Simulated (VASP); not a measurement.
Level of theory: HSE06 screened hybrid with spin-orbit coupling, VASP's PBE PAW potentials (set 64) (plane waves; VASP).

Input for VASP

### INCAR
```
! general
SYSTEM      =  CdSe
PREC        =  Accurate
ENCUT       =  350
LREAL       =  F   ! projection in real space or not
LASPH       =  T   ! aspherical one-centre terms
ISYM        =  3

! electronic loop
EDIFF       =  1E-6
NELM        =  60
ALGO        =  Normal
LMAXMIX     =  4   ! l cut-off of mixed one-centre charges

! smearing
ISMEAR      =  0
SIGMA       =  0.05   ! width (eV)

! functional
GGA         =  PE
LHFCALC     =  T
AEXX        =  0.25
HFSCREEN    =  0.2   ! 1/Angstrom
PRECFOCK    =  Fast
GGA_COMPAT  =  F

! spin
MAGMOM      =  0 0 0 0 0 0
LSORBIT     =  T

! ions
ISIF        =  0

! output
LWAVE       =  F
LCHARG      =  F
```

KPOINTS_OPT:
```
named points and PBE's band edges
7
Reciprocal
  0.000000   0.000000   0.000000 1 ! GAMMA
 -0.500000  -0.500000   0.000000 1 ! X
  0.000000   0.000000   0.500000 1 ! L
 -0.500000  -0.250000   0.250000 1 ! W
 -0.375000   0.000000   0.375000 1 ! K
 -0.375000  -0.375000   0.250000 1 ! U
 -0.035710  -0.035710   0.000000 1 ! near an edge
```

POSCAR:
```
CdSe
1
    0.0000000000     3.0950869908     3.0950869908
    3.0950869908     0.0000000000     3.0950869908
    3.0950869908     3.0950869908     0.0000000000
Cd Se
1 1
Direct
  1.0000000000   0.0000000000   1.0000000000
  0.2500000000   0.2500000000   0.2500000000
```

**KPOINTS**
```
K-points
0
Gamma
 6 6 6
```

POTCAR, in this order: Cd Se (PBE.64 set). Program: vasp_ncl. Read from the step before: WAVECAR.

What VASP printed:

### OUTCAR
```
 ion  position               nearest neighbor table
   1  0.000  0.000  0.000-   2 2.68   2 2.68   2 2.68   2 2.68
   2  0.250  0.250  0.250-   1 2.68   1 2.68   1 2.68   1 2.68
  LATTYP: Found a face centered cubic cell.
 ALAT       =     6.1901739816
 Subroutine PRICEL returns:
 Original cell was already a primitive cell.
 Subroutine GETGRP returns: Found 24 space group operations
The static configuration has the point symmetry T_d .
The dynamic configuration has the point symmetry T_d .
The overall configuration has the point symmetry T_d .
 Subroutine INISYM returns: Found 24 space group operations
 Subroutine IBZKPT returns following result:
 Found     22 irreducible k-points:

 Following reciprocal coordinates:
            Coordinates               Weight
  0.000000  0.000000  0.000000      1.000000
  0.166667  0.000000  0.000000      4.000000
 -0.166667  0.000000  0.000000      4.000000
  0.333333  0.000000  0.000000      4.000000
 -0.333333  0.000000  0.000000      4.000000
  0.500000  0.000000  0.000000      4.000000
  0.166667  0.166667  0.000000      6.000000
  0.333333  0.166667  0.000000     12.000000
...
```

**OSZICAR**
```
       N       E                     dE             d eps       ncg     rms          rms(c)
DAV:   1    -0.689569811457E+01   -0.68957E+01   -0.48479E-01  1152   0.725E+00    0.207E+00
DAV:   2    -0.690069431380E+01   -0.49962E-02   -0.39937E-02  1268   0.270E+00    0.124E+00
DAV:   3    -0.689900956090E+01    0.16848E-02   -0.30856E-03  1342   0.724E-01    0.749E-01
DAV:   4    -0.689858415096E+01    0.42541E-03   -0.47351E-04  1240   0.239E-01    0.445E-01
DAV:   5    -0.689848386181E+01    0.10029E-03   -0.99909E-05  1186   0.928E-02    0.260E-01
DAV:   6    -0.689845175383E+01    0.32108E-04   -0.15191E-05  1242   0.392E-02    0.150E-01
DAV:   7    -0.689844028911E+01    0.11465E-04   -0.41215E-06  1192   0.194E-02    0.853E-02
DAV:   8    -0.689843654955E+01    0.37396E-05   -0.20586E-06  1184   0.122E-02    0.484E-02
DAV:   9    -0.689843529582E+01    0.12537E-05   -0.73396E-07   978   0.723E-03    0.276E-02
DAV:  10    -0.689843505842E+01    0.23740E-06   -0.29282E-07   752   0.478E-03
   1 F= -.68984351E+01 E0= -.68984351E+01  d E =-.215533E-12  mag=    -0.0000     0.0000     0.0000
       N       E                     dE             ncg
```

OUTCAR:
```
------------------------ aborting loop because EDIFF is reached ----------------------------------------
  volume of cell :       59.30
      direct lattice vectors                 reciprocal lattice vectors
     0.000000000  3.095086991  3.095086991    -0.161546348  0.161546348  0.161546348
     3.095086991  0.000000000  3.095086991     0.161546348 -0.161546348  0.161546348
     3.095086991  3.095086991  0.000000000     0.161546348  0.161546348 -0.161546348
  FREE ENERGIE OF THE ION-ELECTRON SYSTEM (eV)
  ---------------------------------------------------
  free  energy   TOTEN  =        -6.8984350584 eV

  energy  without entropy=       -6.8984350584  energy(sigma->0) =       -6.89843506

  exchange ACFDT corr.  =         0.00000000  see jH, gK, PRB 81, 115126

 Ion:    1  E_soc:     -0.0539741

 Ion:    2  E_soc:     -0.0378215
```
(Selected blocks of OUTCAR.)

The compound is CdSe in the zinc blende structure, whereas wurtzite is the usual form. It was relaxed first, which changed the volume by +7 %.
